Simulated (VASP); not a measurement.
# MnS (Rambergite): structure and properties in VASP, part 7 of 8

What structure does MnS (Rambergite) take at this level, and what are its properties? The start is a cell from a database of measured crystal structures.

VASP 6.6.1, plane waves and PAW; the level of theory is named at each step.

Still holding for the runs below: The magnetic order is the lowest of the few collinear ones that converged above; longer or canted patterns were not tried. The cell is doubled for it, so bands and modes from the zone boundary of the chemical cell fold onto Γ and the labels are those of the larger cell.

So far. Step 11 (Band structure (r2SCAN)): The path finds the gap of the mesh within 0.02 eV, so the mesh comes close to both band edges. Step 12 (Density of states (r2SCAN)): The gap on this mesh is 2.42 eV. In the top eV of the valence band the largest shares in the PAW spheres are Mn d 49 % and S p 22 %; in the lowest eV of the conduction band, Mn d 72 %. The rest lies in smaller channels or between the spheres. The relaxed cell has a, b, c = 3.932, 6.736, 6.423 Å (conventional setting).

The database entry behind the starting cell differs from later determinations by our own check (about 0.3 % short against later determinations), so it need not match the best structure at ambient conditions.

**13. Electric field gradients (r2SCAN)**

Level of this step: r2SCAN, spin-polarised from an antiferromagnetic start; plane waves and PAW (Mn_pv, S) (VASP).

Field gradients probe how far the charge around each nucleus departs from cubic symmetry; LASPH keeps the non-spherical terms inside the spheres.

The input, INCAR:

```
SYSTEM = MnS
PREC = Accurate
ENCUT = 400
EDIFF = 1E-07
NELM = 100
ISMEAR = 0
SIGMA = 0.05
LREAL = .FALSE.
ALGO = Normal
METAGGA = R2SCAN
LASPH = .TRUE.
NBANDS = 51
ISPIN = 2
MAGMOM = 4.287 -4.287 4.287 -4.287 -0.002 0.002 -0.002 0.002
LMAXMIX = 4
LORBIT = 11
LWAVE = .FALSE.
LCHARG = .FALSE.
KPAR = 8
LEFG = .TRUE.
```

The input, POSCAR:

```
MnS
1.0
    7.7992791192      0.0373804432      0.0000000000
    1.9660059865      3.4052222566      0.0000000000
    0.0000000000      0.0000000000      6.4234213796
Mn S
4 4
Direct
    0.8323392512      0.6676607488      0.0056383006
    0.3323392512      0.6676607488      0.0056383006
    0.1676607488      0.3323392512      0.5056383006
    0.6676607488      0.3323392512      0.5056383006
    0.8334347064      0.6665652936      0.3793616994
    0.3334347064      0.6665652936      0.3793616994
    0.1665652936      0.3334347064      0.8793616994
    0.6665652936      0.3334347064      0.8793616994
```

The input, KPOINTS:

```
Automatic mesh
0
Gamma
6 6 3
0 0 0
```

PAW data sets: Mn_pv and S (PBE family, release 64).

On the command line:

```console
$ mpirun -np 8 vasp_std
```

Log:

```text
[... set-up lines as in an earlier step ...]
 entering main loop
       N       E                     dE             d eps       ncg     rms          rms(c)
DAV:   1     0.711835396306E+03    0.71184E+03   -0.37000E+04  7584   0.132E+03
DAV:   2    -0.394470266958E+02   -0.75128E+03   -0.71872E+03  6693   0.407E+02
DAV:   3    -0.115427210058E+03   -0.75980E+02   -0.74134E+02  8252   0.131E+02
DAV:   4    -0.118542409492E+03   -0.31152E+01   -0.31004E+01  7957   0.247E+01
DAV:   5    -0.118605428871E+03   -0.63019E-01   -0.62978E-01  7914   0.429E+00    0.219E+01
DAV:   6    -0.996547461431E+02    0.18951E+02   -0.62858E+01  8207   0.590E+01    0.270E+01
DAV:   7    -0.100372687549E+03   -0.71794E+00   -0.51986E+00  7213   0.160E+01    0.157E+01
DAV:   8    -0.100259405472E+03    0.11328E+00   -0.81746E-01  8213   0.837E+00    0.921E+00
DAV:   9    -0.100282723100E+03   -0.23318E-01   -0.39954E-01  7627   0.421E+00    0.207E+00
DAV:  10    -0.100272848015E+03    0.98751E-02   -0.94972E-02  7687   0.285E+00    0.508E-01
DAV:  11    -0.100275615494E+03   -0.27675E-02   -0.96551E-03  7881   0.474E-01    0.243E-01
DAV:  12    -0.100276007514E+03   -0.39202E-03   -0.12372E-03  7915   0.275E-01    0.135E-01
DAV:  13    -0.100276420381E+03   -0.41287E-03   -0.45979E-04  6909   0.122E-01    0.111E-01
DAV:  14    -0.100276412950E+03    0.74308E-05   -0.17196E-05  6986   0.227E-02    0.730E-02
DAV:  15    -0.100276414480E+03   -0.15302E-05   -0.51750E-05  7630   0.433E-02    0.183E-02
DAV:  16    -0.100276423354E+03   -0.88741E-05   -0.43397E-06  6927   0.143E-02    0.416E-03
DAV:  17    -0.100276417776E+03    0.55786E-05   -0.29001E-07  6676   0.371E-03    0.148E-03
DAV:  18    -0.100276415551E+03    0.22246E-05   -0.77719E-08  4091   0.151E-03    0.633E-04
DAV:  19    -0.100276413347E+03    0.22042E-05   -0.27868E-08  3759   0.770E-04    0.261E-04
DAV:  20    -0.100276413628E+03   -0.28055E-06   -0.32695E-09  3699   0.311E-04    0.268E-04
DAV:  21    -0.100276413557E+03    0.70841E-07   -0.57195E-10  3696   0.140E-04
ion   1
     0.0000000     0.1856206     0.0453694     0.0506646    -0.0785821    -0.1071681
     0.0000442     0.1856206     0.0453694     0.0506646    -0.0785821    -0.1071681
     0.0000608     0.1856206     0.0453694     0.0506646    -0.0785821    -0.1071681
     0.0000838     0.1856206     0.0453694     0.0506646    -0.0785821    -0.1071681
     0.0001154     0.1856206     0.0453694     0.0506646    -0.0785820    -0.1071681

     0.0000000     0.9067140     0.5516987     0.4497436    -0.9555702    -0.5234915
     0.0000442     0.9067185     0.5516896     0.4497414    -0.9555545    -0.5234941
     0.0000608     0.9067219     0.5516842     0.4497402    -0.9555451    -0.5234961
     0.0000838     0.9067279     0.5516753     0.4497382    -0.9555297    -0.5234996
     0.0001154     0.9067385     0.5516607     0.4497351    -0.9555043    -0.5235057

ion   2
     0.0000000     0.1856206     0.0453694     0.0506646    -0.0785821    -0.1071681
     0.0000442     0.1856206     0.0453694     0.0506646    -0.0785821    -0.1071681
     0.0000608     0.1856206     0.0453694     0.0506646    -0.0785821    -0.1071681
     0.0000838     0.1856206     0.0453694     0.0506646    -0.0785821    -0.1071681
     0.0001154     0.1856206     0.0453694     0.0506646    -0.0785820    -0.1071681

     0.0000000     0.9067140     0.5516987     0.4497436    -0.9555702    -0.5234915
     0.0000442     0.9067185     0.5516896     0.4497414    -0.9555545    -0.5234941
     0.0000608     0.9067219     0.5516842     0.4497402    -0.9555451    -0.5234961
     0.0000838     0.9067279     0.5516753     0.4497382    -0.9555297    -0.5234996
     0.0001154     0.9067385     0.5516607     0.4497351    -0.9555043    -0.5235057

ion   3
     0.0000000     0.1856206    -0.0453694     0.0506646     0.0785821    -0.1071681
     0.0000442     0.1856206    -0.0453694     0.0506646     0.0785821    -0.1071681
     0.0000608     0.1856206    -0.0453694     0.0506646     0.0785821    -0.1071681
     0.0000838     0.1856206    -0.0453694     0.0506646     0.0785821    -0.1071681
     0.0001154     0.1856206    -0.0453694     0.0506646     0.0785820    -0.1071681

     0.0000000     0.9067140    -0.5516987     0.4497436     0.9555702    -0.5234915
     0.0000442     0.9067185    -0.5516896     0.4497414     0.9555545    -0.5234941
     0.0000608     0.9067219    -0.5516842     0.4497402     0.9555451    -0.5234961
     0.0000838     0.9067279    -0.5516753     0.4497382     0.9555297    -0.5234996
     0.0001154     0.9067385    -0.5516607     0.4497351     0.9555043    -0.5235057

ion   4
     0.0000000     0.1856206    -0.0453694     0.0506646     0.0785821    -0.1071681
     0.0000442     0.1856206    -0.0453694     0.0506646     0.0785821    -0.1071681
     0.0000608     0.1856206    -0.0453694     0.0506646     0.0785821    -0.1071681
     0.0000838     0.1856206    -0.0453694     0.0506646     0.0785821    -0.1071681
     0.0001154     0.1856206    -0.0453694     0.0506646     0.0785820    -0.1071681

     0.0000000     0.9067140    -0.5516987     0.4497436     0.9555702    -0.5234915
     0.0000442     0.9067185    -0.5516896     0.4497414     0.9555545    -0.5234941
     0.0000608     0.9067219    -0.5516842     0.4497402     0.9555451    -0.5234961
     0.0000838     0.9067279    -0.5516753     0.4497382     0.9555297    -0.5234996
     0.0001154     0.9067385    -0.5516607     0.4497351     0.9555043    -0.5235057

ion   5
     0.0000000     0.0471499    -0.0281365    -0.0565147     0.0487338    -0.0272220
     0.0000369     0.0471499    -0.0281365    -0.0565147     0.0487338    -0.0272220
     0.0000508     0.0471499    -0.0281365    -0.0565147     0.0487338    -0.0272220
     0.0000700     0.0471499    -0.0281365    -0.0565147     0.0487338    -0.0272220
     0.0000964     0.0471499    -0.0281365    -0.0565147     0.0487338    -0.0272220

     0.0000000     0.5444219    -0.2598360    -1.0683048     0.4500492    -0.3143221
     0.0000369     0.5444204    -0.2598353    -1.0683017     0.4500480    -0.3143212
     0.0000508     0.5444195    -0.2598349    -1.0682999     0.4500473    -0.3143207
     0.0000700     0.5444179    -0.2598342    -1.0682967     0.4500460    -0.3143198
     0.0000964     0.5444154    -0.2598331    -1.0682916     0.4500441    -0.3143184

ion   6
     0.0000000     0.0471499    -0.0281365    -0.0565147     0.0487338    -0.0272220
     0.0000369     0.0471499    -0.0281365    -0.0565147     0.0487338    -0.0272220
     0.0000508     0.0471499    -0.0281365    -0.0565147     0.0487338    -0.0272220
     0.0000700     0.0471499    -0.0281365    -0.0565147     0.0487338    -0.0272220
     0.0000964     0.0471499    -0.0281365    -0.0565147     0.0487338    -0.0272220

     0.0000000     0.5444219    -0.2598360    -1.0683048     0.4500492    -0.3143221
     0.0000369     0.5444204    -0.2598353    -1.0683017     0.4500480    -0.3143212
     0.0000508     0.5444195    -0.2598349    -1.0682999     0.4500473    -0.3143207
     0.0000700     0.5444179    -0.2598342    -1.0682967     0.4500460    -0.3143198
     0.0000964     0.5444154    -0.2598331    -1.0682916     0.4500441    -0.3143184

ion   7
     0.0000000     0.0471499     0.0281365    -0.0565147    -0.0487338    -0.0272220
     0.0000369     0.0471499     0.0281365    -0.0565147    -0.0487338    -0.0272220
     0.0000508     0.0471499     0.0281365    -0.0565147    -0.0487338    -0.0272220
     0.0000700     0.0471499     0.0281365    -0.0565147    -0.0487338    -0.0272220
     0.0000964     0.0471499     0.0281365    -0.0565147    -0.0487338    -0.0272220

     0.0000000     0.5444219     0.2598360    -1.0683048    -0.4500492    -0.3143221
     0.0000369     0.5444204     0.2598353    -1.0683017    -0.4500480    -0.3143212
     0.0000508     0.5444195     0.2598349    -1.0682999    -0.4500473    -0.3143207
     0.0000700     0.5444179     0.2598342    -1.0682967    -0.4500460    -0.3143198
     0.0000964     0.5444154     0.2598331    -1.0682916    -0.4500441    -0.3143184

ion   8
     0.0000000     0.0471499     0.0281365    -0.0565147    -0.0487338    -0.0272220
     0.0000369     0.0471499     0.0281365    -0.0565147    -0.0487338    -0.0272220
     0.0000508     0.0471499     0.0281365    -0.0565147    -0.0487338    -0.0272220
     0.0000700     0.0471499     0.0281365    -0.0565147    -0.0487338    -0.0272220
     0.0000964     0.0471499     0.0281365    -0.0565147    -0.0487338    -0.0272220

     0.0000000     0.5444219     0.2598360    -1.0683048    -0.4500492    -0.3143221
     0.0000369     0.5444204     0.2598353    -1.0683017    -0.4500480    -0.3143212
     0.0000508     0.5444195     0.2598349    -1.0682999    -0.4500473    -0.3143207
     0.0000700     0.5444179     0.2598342    -1.0682967    -0.4500460    -0.3143198
     0.0000964     0.5444154     0.2598331    -1.0682916    -0.4500441    -0.3143184

   1 F= -.10027641E+03 E0= -.10027641E+03  d E =-.865292E-16  mag=    -0.0000
```

Wall time 3 min (8 MPI ranks of AMD EPYC 9R45, shared host); peak memory 3.7 GiB; 22 min of CPU time.

OUTCAR, selected parts (step 13):

```text
   NELECT =      76.0000    total number of electrons

 E-fermi :   3.8021

  Total       -0.0105383      0.0157589     -0.0440546      0.0227741      0.0000000      0.0000000
  in kB       -0.0992471      0.1484138     -0.4148958      0.2144806      0.0000000      0.0000000
  external PRESSURE =      -0.1219097 kB  Pullay stress =       0.0000000 kB

 POSITION                                       TOTAL-FORCE (eV/Angst)
 -----------------------------------------------------------------------------------
      7.80427      2.30465      0.03622        -0.005233      0.003021      0.007165
      3.90463      2.28596      0.03622        -0.005233      0.003021      0.007165
      1.96101      1.13796      3.24793         0.005233     -0.003021      0.007165
      5.86065      1.15665      3.24793         0.005233     -0.003021      0.007165
      7.81066      2.30096      2.43680         0.001580     -0.000912     -0.007165
      3.91102      2.28227      2.43680         0.001580     -0.000912     -0.007165
      1.95462      1.14165      5.64851        -0.001580      0.000912     -0.007165
      5.85426      1.16034      5.64851        -0.001580      0.000912     -0.007165
 -----------------------------------------------------------------------------------
    total drift:                               -0.000000     -0.000001      0.090040

  FREE ENERGIE OF THE ION-ELECTRON SYSTEM (eV)
  ---------------------------------------------------
  free  energy   TOTEN  =      -100.2764135567 eV

  energy  without entropy=     -100.2764135567  energy(sigma->0) =     -100.27641356

 Electric field gradients after diagonalization (V/A^2)
 (convention: |V_zz| > |V_xx| > |V_yy|)
----------------------------------------------------------------------
 ion       V_xx      V_yy      V_zz     asymmetry (V_yy - V_xx)/ V_zz
----------------------------------------------------------------------
   1      -1.120    -0.857     1.977       0.133
   2      -1.120    -0.857     1.977       0.133
   3      -1.120    -0.857     1.977       0.133
   4      -1.120    -0.857     1.977       0.133
   5      -1.403    -0.208     1.611       0.742
   6      -1.403    -0.208     1.611       0.742
   7      -1.403    -0.208     1.611       0.742
   8      -1.403    -0.208     1.611       0.742
----------------------------------------------------------------------

 magnetization (x)
# of ion       s       p       d       tot
------------------------------------------
    1        0.028   0.046   4.213   4.287
    2       -0.028  -0.046  -4.213  -4.287
    3        0.028   0.046   4.213   4.287
    4       -0.028  -0.046  -4.213  -4.287
    5       -0.001  -0.002   0.000  -0.002
    6        0.001   0.002   0.000   0.002
    7       -0.001  -0.002   0.000  -0.002
    8        0.001   0.002   0.000   0.002
--------------------------------------------------
tot         -0.000   0.000  -0.000  -0.000

[... 18 parts as in an earlier step ...]

[... 1 further part left out ...]
```

This step gave:

```yaml
scf_cycles: 21
bands: 51
irreducible_k_points: 32
free_energy_toten: -100.2764 eV
fermi_energy: 3.802 eV
pressure: -0.01219 GPa
least_direct_gap_on_the_k_mesh: 2.463 eV
```

Electric field gradients, by row:

```csv
atom,Vxx (V/Å²),Vyy (V/Å²),Vzz (V/Å²),asymmetry
Mn1,-1.12,-0.857,1.977,0.133
Mn2,-1.12,-0.857,1.977,0.133
Mn3,-1.12,-0.857,1.977,0.133
Mn4,-1.12,-0.857,1.977,0.133
S5,-1.403,-0.208,1.611,0.742
S6,-1.403,-0.208,1.611,0.742
S7,-1.403,-0.208,1.611,0.742
S8,-1.403,-0.208,1.611,0.742
```

The largest gradient, 1.98 V/Å², sits on Mn1 and like sites; times the quadrupole moment of a nucleus that has one, it gives the coupling that NMR and NQR see.

(Continued in part 8 of 8.)

[Lines on the potential files, build, host, timing and source positions are cut from VASP's logs without a mark.]

[Logs are printed without paths, hosts, clocks, repeated set-up lines and the standing remarks that a program may print on its own settings, such as how far it seeks lower states.]

[Hosts, paths, dates, database ids (printed as entryN), source tags and the programs' standing remarks are cut or masked in the printed files.]

[A measured line is paired with the nearest computed mode of its activity, which favours agreement.]

[In band tables of VASP the shares of atoms and orbitals are scaled to a sum of 1 inside the atoms' spheres.]
